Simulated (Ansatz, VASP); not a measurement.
# MgI2: VASP beside Ansatz

Aim: how closely do two programs agree when they are given the same cell, functional and k mesh? The structure shown is the end of the Ansatz relaxation below.

Program: Ansatz 0.2.0. Level of theory: plane waves, with VASP 6.6.1 beside it; single point at PBE. Results are calculated unless marked as measured.

### Step 1. The structure

The cell holds 3 atoms: 1 Mg and 2 I. Cell: a = 4.206 Å, b = 4.206 Å, c = 30.400 Å, α = 90.0°, β = 90.0°, γ = 120.0°. It derives from MgI2. Vacuum lies along c.

### Step 2. Ansatz: relaxation, PBE

Ansatz runs on its PAW soft_1 files.

This run makes the geometry at which the two programs are then compared.

input.yaml reads:

```yaml
crystal:
  lattice:
    - [4.20506094, 0.0, 0.0]
    - [-2.10253047, 3.6416895985, 0.0]
    - [0.0, 0.0, 30.4]
  atoms:
    - { symbol: Mg, position: [0.0, 0.0, 0.3289473684] }
    - { symbol: I, position: [0.3333333333, 0.6666666667, 0.3840076757] }
    - { symbol: I, position: [0.6666666667, 0.3333333333, 0.2738870611] }
  periodic: [true, true, false]
kpoints:
  mp_grid: { grid: [6, 6, 1] }
hamiltonian:
  xc: pbe
  pseudopotentials: { kind: paw, azcp: { folder: soft_1 } }
scf:
  occupations: { method: fixed }
output:
  forces: true
  stress: true
  eigenvalues: true
  write_density: true
  write_potential: true
  elf: true
  volumetric_format: npy
relax:
  adjacent_minimum: "off"
  f_tol: 0.001
  max_steps: 60
  cell: { stress_2d_tol: 0.002 }
```

Run with:

```
$ ansatz run input.yaml --threads 4 --pin off --max-ram 16384MiB --backend cpu --events-out ev --progress --plain --runs-dir out
```

Numbers of over 12 decimals in the logs are rounded to 6 here.

The log of the run:

```text
Engine: ansatz 0.2.0, aarch64-unknown-linux-gnu
Pseudopotentials: kind: paw
Pseudopotential: Mg, paw, valence charge 10, recommended cutoff 420 eV (normal), soft_1/Mg.paw.azcp
Pseudopotential: I, paw, valence charge 17, recommended cutoff 420 eV (normal), soft_1/I.paw.azcp
Functional definition: PBE
  parameter kappa = 0.804
  parameter beta = 0.066725
  exchange = pbe_x(kappa = kappa, mu = beta*pi^2/3)
  correlation = pbe_c(beta = beta)
Crystal: 3 atoms, lattice volume = 465.531 Å³
Basis set: ecut = 420 eV, 8975 PW (Γ), exchange–correlation on 60×60×432 points (8 copies of the dense FFT grid, shifted against one another)
Bands: 27, of which v1, the nominal top of the filled ones, is band 22 counted from 1 (21 counted from 0)
Symmetry: 12 space group operations
Space group: P-3m1 (ITA 164), of the structure as read, at distance tolerance 7.8e-5 Å
k-points: 7 of 36
Non-local potential: Mg, projectors of the file, l = 0: 3, l = 1: 2, l = 2: 1
Non-local potential: I, projectors of the file, l = 0: 2, l = 1: 2, l = 2: 2, l = 3: 1
PAW form: soft (Blöchl's): semilocal exchange-correlation on the pseudo side does not see the compensation charge
PAW one-centre angular grid: Mg, 110 points (default); XC on 64 Gauss nodes
PAW one-centre angular grid: I, 590 points (default); XC on 64 Gauss nodes
Initial density: superposition of atomic densities (neutral atoms: chi_scale 0, normalization atom)
Initial wavefunctions: pseudopotential atomic-orbital guess
Functional: x = pbe(κ = 0.804, μ = 0.219515), c = pbe(β = 0.066725)
iter 1 solved again at ethr=1.39e-3 eV; its pass at ethr=3.10e-3 eV (dr2=6.12e-1 eV) is discarded
SCF iter   1: F=—  HF=-16953.176130 eV  |F-HF|=—  |Δ(HF+E_count)|=         —  Δρ=7.91e-3  dr2=6.04e-1  ethr=1.39e-3  ⟨swp⟩=1.6  Hψ=1290  notcnv=0  defer=19
preconditioner: auto → Resta (q_TF=auto, 1.841 Å⁻¹)  ε∞=1.4  [insulator: Δε(μ)=4.019 eV  Ē_g=10.363 eV  n_scr=58 (ndim 8)  ℏωp=6.9 eV  f_vac=0.757  ε∞_Penn≈1.4  vacuum switching on, ρ_ref=7.8e-3 e/Å³]
SCF iter   2: F=—  HF=-16953.029493 eV  |F-HF|=—  |Δ(HF+E_count)|=   1.47e-1  Δρ=3.73e-3  dr2=8.11e-2  ethr=1.37e-3  ⟨swp⟩=4.1  Hψ=320  notcnv=0  defer=19
SCF iter   3: F=—  HF=-16953.026815 eV  |F-HF|=—  |Δ(HF+E_count)|=   2.68e-3  Δρ=1.54e-3  dr2=2.19e-2  ethr=1.84e-4  ⟨swp⟩=5.1  Hψ=397  notcnv=0  defer=20
SCF iter   4: F=—  HF=-16953.024326 eV  |F-HF|=—  |Δ(HF+E_count)|=   2.49e-3  Δρ=5.41e-4  dr2=1.34e-3  ethr=4.98e-5  ⟨swp⟩=5.4  Hψ=394  notcnv=0  defer=21
SCF iter   5: F=—  HF=-16953.024572 eV  |F-HF|=—  |Δ(HF+E_count)|=   2.46e-4  Δρ=1.14e-4  dr2=3.27e-5  ethr=3.04e-6  ⟨swp⟩=4.0  Hψ=308  notcnv=0  defer=20
SCF iter   6: F=—  HF=-16953.024525 eV  |F-HF|=—  |Δ(HF+E_count)|=   4.70e-5  Δρ=1.96e-5  dr2=3.09e-6  ethr=7.42e-8  ⟨swp⟩=3.1  Hψ=290  notcnv=0  defer=20
iter 7 did not close the SCF: its close was put off until two iterations running show no level that it waits for move by more than its bar (scf_convergence_deferred on its scf_iter line)
SCF iter   7: F=-16953.024526 eV  HF=-16953.024526 eV  |F-HF|=4.18e-8  |Δ(HF+E_count)|=   4.59e-7  Δρ=3.29e-6  dr2=3.91e-8  ethr=2.27e-10  ⟨swp⟩=34.4  Hψ=2723  notcnv=0
iter 8 did not close the SCF: its close was put off until two iterations running show no level that it waits for move by more than its bar (scf_convergence_deferred on its scf_iter line)
SCF iter   8: F=-16953.024526 eV  HF=-16953.024526 eV  |F-HF|=1.01e-9  |Δ(HF+E_count)|=   5.09e-8  Δρ=4.28e-7  dr2=7.03e-10  ethr=8.89e-11  ⟨swp⟩=9.9  Hψ=1290  notcnv=0
SCF iter   9: F=-16953.024526 eV  HF=-16953.024526 eV  |F-HF|=4.00e-11  |Δ(HF+E_count)|=   1.17e-9  Δρ=8.45e-8  dr2=2.41e-11  ethr=1.60e-12  ⟨swp⟩=7.3  Hψ=1080  notcnv=0
SCF 1 converged in 9 iterations: F = -16953.024526 eV  dr2 = 2.41e-11
  greatest PAW one-centre occupation: 1.000 electrons in one spin orbital (limit 2), on the Mg atom at site 0 (counted from 0), in its partial waves of l = 0
relax step   1: F+E_penalty+E_count = -16953.02452574 eV  Δ(F+E_penalty+E_count) = +0.000e0 eV  max|allowed force component| = 8.124e-4 eV/Å  Δτ_max = 0.0000 Å  P = +0.010 N/m  Ω = 465.531 Å³  fix = [c, alpha, beta]  reactions: c +0.000 N/m  (9 SCF iters, dr2 threshold 1.00e-7 eV, accepted)
[...]
relax step   2: F+E_penalty+E_count = -16953.02452600 eV  Δ(F+E_penalty+E_count) = -2.649e-7 eV  max|allowed force component| = 1.357e-3 eV/Å  Δτ_max = 0.0007 Å  P = +0.007 N/m  Ω = 465.684 Å³  energy of the carried Pulay correction = -2.104e-6 eV  fix = [c, alpha, beta]  reactions: c +0.000 N/m  (5 SCF iters, dr2 threshold 1.44e-10 eV, accepted)
[...]
relax step   3: F+E_penalty+E_count = -16953.02452581 eV  Δ(F+E_penalty+E_count) = +1.907e-7 eV  max|allowed force component| = 8.012e-4 eV/Å  Δτ_max = 0.0000 Å  P = +0.004 N/m  Ω = 465.759 Å³  energy of the carried Pulay correction = -3.139e-6 eV  fix = [c, alpha, beta]  reactions: c +0.000 N/m  (5 SCF iters, dr2 threshold 1.15e-10 eV, accepted)
[...]
relax step   4: F+E_penalty+E_count = -16953.02452527 eV  Δ(F+E_penalty+E_count) = +5.389e-7 eV  max|allowed force component| = 3.975e-6 eV/Å  Δτ_max = 0.0001 Å  P = +0.000 N/m  Ω = 465.819 Å³  energy of the carried Pulay correction = -3.956e-6 eV  fix = [c, alpha, beta]  reactions: c +0.000 N/m  (5 SCF iters, dr2 threshold 1.77e-11 eV, accepted)
[...]
relax step   5: F+E_penalty+E_count = -16953.02453057 eV  Δ(F+E_penalty+E_count) = -5.300e-6 eV  max|allowed force component| = 1.792e-6 eV/Å  Δτ_max = 0.0000 Å  P = -0.000 N/m  Ω = 465.819 Å³  fix = [c, alpha, beta]  reactions: c -0.000 N/m  stress off target by 3.79e-5 N/m on what of the cell is left free  SCF on the basis re-selected at this cell (its energy is not comparable with the rows above)  (8 SCF iters)
basis re-selected at this cell: Δ(F+E_penalty+E_count) = -5.300e-6 eV, ΔP = -0.000 N/m vs the last step (what re-selecting the basis moved, of the pressure what is left beyond the Pulay correction that the steps carried, after the strain that the cell walked since its last selection, with what the two solves' SCF thresholds leave and, on support functions, any second-order correction that the steps lacked; it is no m [...]
SCF converged after 8 iterations
Free energy (F): -16953.024531 eV
Harris-Foulkes:  -16953.024531 eV  (|F-HF|=2.18e-11)
Internal energy: -16953.024531 eV  (E = F + TS)
E sigma→0 (E₀):  -16953.024531 eV
Fermi energy:    -6.470461 eV
--- Per-component energies (eV) ---
  E_band       = -1617.274288
  E_kinetic    = 388.383349
  E_local      = -72432.347103  (includes V_loc(G=0)·N_el)
  E_nonlocal   = 426.672438
  E_hartree    = 35480.408885
  E_xc         = -242.153676
  E_vxc        = -256.038120  (∫ρ·V_xc dr)
  E_paw        = -9870.546326  (= ΣΔE_a)
  E_vpaw       = -704.757504  (= ΣTr[D̂ρ^β])
  E_aug_tail   = -0.005102  (compensation charges beyond the density's cutoff)
  E_ewald      = 29296.563006
  E_smearing   = -0.000000  (= −TS)
  E_closure    = -0.000000  (closes the sum)
  Σ components = -16953.024531   (vs F -16953.024531, Δ=0.00e0)
--- Forces (eV/Å), atoms counted from 1 ---
  atom   1  Mg     0.00000000    -0.00000000     0.00000000
  atom   2  I     -0.00000000    -0.00000000     0.00000179
  atom   3  I      0.00000000     0.00000000    -0.00000179
  max |Σ_I F_I| component: 4.63e-18 eV/Å
--- 2D stress c σ (N/m, compression-positive) ---
       -0.000038      -0.000000       0.000000
        0.000000      -0.000038       0.000000
        0.000000       0.000000      -0.000000
  P = ½ c Tr σ = -0.0000 N/m
--- Band table (eV; the first three rows and the last of 7) ---
  k-point 0: bands = [... 18 lower, -6.7389, -6.7389, -6.4705, -6.4705, -2.4810, -1.5637 (-1.5637°), -0.3939 (-0.3994°), -0.3358, ... 1 higher]
  k-point 1: bands = [... 18 lower, -7.1918, -7.0170, -6.9119, -6.5428, -1.8488, -0.9821 (-0.9822°), -0.3129 (-0.3136°), -0.2861, ... 1 higher]
  k-point 2: bands = [... 18 lower, -7.8503, -7.4194, -6.9598, -6.7633, -2.3948, -0.9374, -0.3761 (-0.3761°), 0.5103, ... 1 higher]
  k-point 6: bands = [... 18 lower, -8.7687, -8.2644, -7.1454, -7.1454, -2.0213, 0.0596, 0.0596, 1.4726, ... 1 higher]
  ° read free of the cell's end (the report's vacuum.weakly_bound_levels)
--- Relaxed structure (4 steps of the walk, 4 accepted, 1 SCFs on fresh bases) ---
  F+E_penalty+E_count = -16953.02453057 eV   max|allowed force component| = 1.792e-6 eV/Å   (the final SCF, on the basis selected at the relaxed cell)
  cell:  # Å, volume = 465.8188 Å³
    - [4.206360, 0, 0]
    - [-2.103180, 3.642814, 0]
    - [0, 0, 30.4]
  atoms:
    - { symbol: Mg, position: [0, 0, 0.328947] }
    - { symbol: I, position: [0.333333, 0.666667, 0.383987] }
    - { symbol: I, position: [0.666667, 0.333333, 0.273907] }
```

### Step 3. VASP: single point, PBE

The same cell, functional and mesh now go to VASP, with its own data sets.

Lines of VASP's logs that name or quote its potential files are left out, and so is its time.

INCAR reads:

```
SYSTEM = MgI2
PREC = Accurate
ENCUT = 520
EDIFF = 1E-06
NELM = 120
ISMEAR = 0
SIGMA = 0.01
LREAL = .FALSE.
ALGO = Normal
GGA = PE
NBANDS = 14
LORBIT = 11
LWAVE = .FALSE.
LCHARG = .FALSE.
ISIF = 2
LDIPOL = .TRUE.
IDIPOL = 3
DIPOL = 0.5 0.5 0.329
LVHAR = .TRUE.
LASPH = .TRUE.
GGA_COMPAT = .FALSE.
EFERMI = MIDGAP
NELMDL = -8
```

POSCAR reads:

```
MgI2
1.0
    4.2063595851      0.0000000000      0.0000000000
   -2.1031797926      3.6428142582      0.0000000000
    0.0000000000      0.0000000000     30.4000000000
Mg I
1 2
Direct
    0.0000000000      0.0000000000      0.3289473684
    0.3333333333      0.6666666667      0.3839872941
    0.6666666667      0.3333333333      0.2739074427
```

KPOINTS reads:

```
Automatic mesh
0
Gamma
6 6 1
0 0 0
```

The projector-augmented-wave data sets are Mg and I (PBE family, release 64).

Run with:

```
$ mpirun -np 1 vasp_std
```

The log of the run:

```text
[banner, memory and clock lines left out]
running    1 mpi-ranks, on    1 nodes
 distrk:  each k-point on    1 cores,    1 groups
 distr:  one band on    1 cores,    1 groups

 POSCAR found type information on POSCAR MgI
 POSCAR found :  2 types and       3 ions
 LDA part: xc-table for (Slater+PW92), standard interpolation
 POSCAR, INCAR and KPOINTS ok, starting setup
 FFT: planning ... GRIDC
 FFT: planning ... GRID_SOFT
 FFT: planning ... GRID
 WAVECAR not read
 entering main loop
       N       E                     dE             d eps       ncg     rms          rms(c)
DAV:   1     0.116383145653E+03    0.11638E+03   -0.39201E+03   196   0.716E+02
DAV:   2     0.783320955238E+01   -0.10855E+03   -0.99314E+02   350   0.117E+02
DAV:   3    -0.734154313289E+01   -0.15175E+02   -0.15069E+02   268   0.574E+01
DAV:   4    -0.788837572541E+01   -0.54683E+00   -0.54654E+00   262   0.136E+01
DAV:   5    -0.790408408892E+01   -0.15708E-01   -0.15708E-01   276   0.272E+00
DAV:   6    -0.790468321718E+01   -0.59913E-03   -0.59913E-03   292   0.509E-01
DAV:   7    -0.790470555797E+01   -0.22341E-04   -0.22341E-04   300   0.851E-02
DAV:   8    -0.790470561414E+01   -0.56175E-07   -0.55967E-07   228   0.531E-03    0.375E+00
DAV:   9    -0.776172042933E+01    0.14299E+00   -0.15400E-01   238   0.190E+00    0.261E+00
DAV:  10    -0.774011377044E+01    0.21607E-01   -0.20921E-01   232   0.225E+00    0.572E-01
DAV:  11    -0.773222081573E+01    0.78930E-02   -0.29037E-02   208   0.892E-01    0.323E-01
DAV:  12    -0.773247248082E+01   -0.25167E-03   -0.27745E-03   244   0.319E-01    0.313E-01
DAV:  13    -0.773238431717E+01    0.88164E-04   -0.31323E-04   232   0.120E-01    0.661E-02
DAV:  14    -0.773239335852E+01   -0.90413E-05   -0.27322E-05   262   0.256E-02    0.149E-02
DAV:  15    -0.773240940974E+01   -0.16051E-04   -0.54703E-06   256   0.148E-02    0.217E-02
DAV:  16    -0.773241576378E+01   -0.63540E-05   -0.82403E-07   206   0.497E-03    0.592E-03
DAV:  17    -0.773243200682E+01   -0.16243E-04   -0.11975E-06   214   0.539E-03    0.123E-02
DAV:  18    -0.773243815395E+01   -0.61471E-05   -0.24866E-07   206   0.232E-03    0.951E-03
DAV:  19    -0.773244703341E+01   -0.88795E-05   -0.75465E-07   198   0.334E-03    0.334E-03
DAV:  20    -0.773245195322E+01   -0.49198E-05   -0.18490E-07   194   0.164E-03    0.283E-03
DAV:  21    -0.773245316958E+01   -0.12164E-05   -0.24490E-08   206   0.757E-04    0.385E-04
DAV:  22    -0.773245446004E+01   -0.12905E-05   -0.16462E-08   188   0.567E-04    0.151E-04
DAV:  23    -0.773245507074E+01   -0.61071E-06   -0.35280E-09   194   0.280E-04
   1 F= -.77324551E+01 E0= -.77324551E+01  d E =0.000000E+00
```

From OUTCAR (step 3):

```text
ion  position               nearest neighbor table
   1  0.000  0.000  0.329-   2 2.95   3 2.95   3 2.95   2 2.95   3 2.95   2 2.95
   2  0.333  0.667  0.384-   1 2.95   1 2.95   1 2.95
   3  0.667  0.333  0.274-   1 2.95   1 2.95   1 2.95

  LATTYP: Found a hexagonal cell.
 ALAT       =     4.2063595851
 C/A-ratio  =     7.2271519790

 Subroutine GETGRP returns: Found 12 space group operations
 (whereof  6 operations were pure point group operations)

The static configuration has the point symmetry C_3v.
 The point group associated with its full space group is D_3d.

 Found      7 irreducible k-points:

   k-points           NKPTS =      7   k-points in BZ     NKDIM =      7   number of bands    NBANDS=     14

   dimension x,y,z NGX =    32 NGY =   32 NGZ =  240
   dimension x,y,z NGXF=    64 NGYF=   64 NGZF=  480

   ENCUT  =  520.0 eV  38.22 Ry    6.18 a.u.   7.82  7.82 56.52*2*pi/ulx,y,z

   NELECT =      16.0000    total number of electrons

 k-points in reciprocal lattice and weights: Automatic mesh
   0.00000000  0.00000000  0.00000000       0.028
   0.16666667  0.00000000  0.00000000       0.167
   0.33333333  0.00000000  0.00000000       0.167
   0.50000000  0.00000000  0.00000000       0.083
   0.16666667  0.16666667  0.00000000       0.167
   0.33333333  0.16666667  0.00000000       0.333
   0.33333333  0.33333333  0.00000000       0.056

 dipolmoment           0.000000      0.000000      0.000004 electrons x Angstroem

 average (electrostatic) potential at core
       1 -45.6335       2 -99.0457       3 -99.0458

 E-fermi :  -2.7506

 k-point     1 :       0.0000    0.0000    0.0000
  band No.  band energies     occupation
    ...
      4      -5.1366      2.00000
      5      -4.8396      2.00000
      6      -4.8396      2.00000
      7      -4.5710      2.00000
      8      -4.5710      2.00000
      9      -0.5953      0.00000
     10       0.3242      0.00000
     11       1.5001      0.00000
     12       1.5482      0.00000
     13       1.9797      0.00000
    ...

 k-point     2 :       0.1667    0.0000    0.0000
  band No.  band energies     occupation
    ...
      4      -5.8212      2.00000
      5      -5.2935      2.00000
      6      -5.1189      2.00000
      7      -5.0109      2.00000
      8      -4.6428      2.00000
      9       0.0356      0.00000
     10       0.9051      0.00000
     11       1.5744      0.00000
     12       1.6092      0.00000
     13       2.1773      0.00000
    ...

 k-point     3 :       0.3333    0.0000    0.0000
  band No.  band energies     occupation
    ...
      4      -6.9227      2.00000
      5      -5.9513      2.00000
      6      -5.5225      2.00000
      7      -5.0587      2.00000
      8      -4.8633      2.00000
      9      -0.5120      0.00000
     10       0.9494      0.00000
     11       1.5079      0.00000
     12       2.3956      0.00000
     13       2.5456      0.00000
    ...

  Total       -0.0422248     -0.0422248     -0.0361983      0.0000000      0.0000000     -0.0000000
  in kB       -0.1452317     -0.1452317     -0.1245035      0.0000000      0.0000000     -0.0000000
  external PRESSURE =      -0.1383223 kB  Pullay stress =       0.0000000 kB

  energy-cutoff  :      520.00
  volume of cell :      465.82
      direct lattice vectors                 reciprocal lattice vectors
     4.206359585  0.000000000  0.000000000     0.237735262  0.137256518  0.000000000
    -2.103179793  3.642814258  0.000000000     0.000000000  0.274513036  0.000000000
     0.000000000  0.000000000 30.400000000     0.000000000  0.000000000  0.032894737

 POSITION                                       TOTAL-FORCE (eV/Angst)
 -----------------------------------------------------------------------------------
      0.00000      0.00000     10.00000         0.000000      0.000000     -0.000000
     -0.00000      2.42854     11.67321         0.000000     -0.000000     -0.010249
      2.10318      1.21427      8.32679        -0.000000      0.000000      0.010249
 -----------------------------------------------------------------------------------
    total drift:                               -0.000000      0.000000      0.000030

  FREE ENERGIE OF THE ION-ELECTRON SYSTEM (eV)
  ---------------------------------------------------
  free  energy   TOTEN  =        -7.7324550707 eV

  energy  without entropy=       -7.7324550707  energy(sigma->0) =       -7.73245507

 vacuum level on the upper side and lower side of the slab         1.900         1.900

 total charge
# of ion       s       p       d       tot
------------------------------------------
    1        0.137   0.106   0.026   0.269
    2        1.505   2.819   0.011   4.335
    3        1.505   2.819   0.011   4.335
--------------------------------------------------
tot          3.146   5.744   0.048   8.938

[... 3 further parts left out ...]
```

The gap is read on the k-mesh alone, so it is an upper bound where the band edges lie off the mesh.

### Step 4. Comparison

Known differences besides the potentials themselves: fixed occupations in Ansatz, narrow Gaussian smearing in VASP; Ansatz cuts the interaction across the vacuum, VASP repeats the sheet with a dipole correction; the data sets hold 44 valence electrons in Ansatz (on its PAW soft_1 files) and 16 in VASP; the cutoff is 420 eV in Ansatz and 520 eV in VASP. Total energies have different zeros and are not compared.

The two programs side by side:

```tsv
quantity	Ansatz	VASP	difference
gap on the k mesh (eV)	3.657	3.641	+0.016
```

At this near-relaxed geometry the largest component of a force difference is 10 meV/Å. A gap on the mesh is an upper bound, since the band edges may lie between its points. With vacuum in the cell, a pressure given here is an average over mostly empty space and none of the material.

### Step 5. Summary of results

* difference in gap on the k mesh (single point, PBE): 0.016 eV

In words: The difference in gap on the k mesh is 0.016 eV (single point, PBE), within the 0.08 eV picked in this series as the mark of a large difference. The data sets hold unlike numbers of valence electrons (44 in Ansatz and 16 in VASP), so part of the differences comes from the potentials. How closely two codes agree says nothing of how well the functional describes the real material.

[Lines on the potential files, build, host, timing and source positions are cut from VASP's logs without a mark.]

[Logs are printed without paths, hosts, clocks, repeated set-up lines and the standing remarks that a program may print on its own settings, such as how far it seeks lower states.]

[Hosts, paths, dates, database ids (printed as entryN), source tags and the programs' standing remarks are cut or masked in the printed files.]
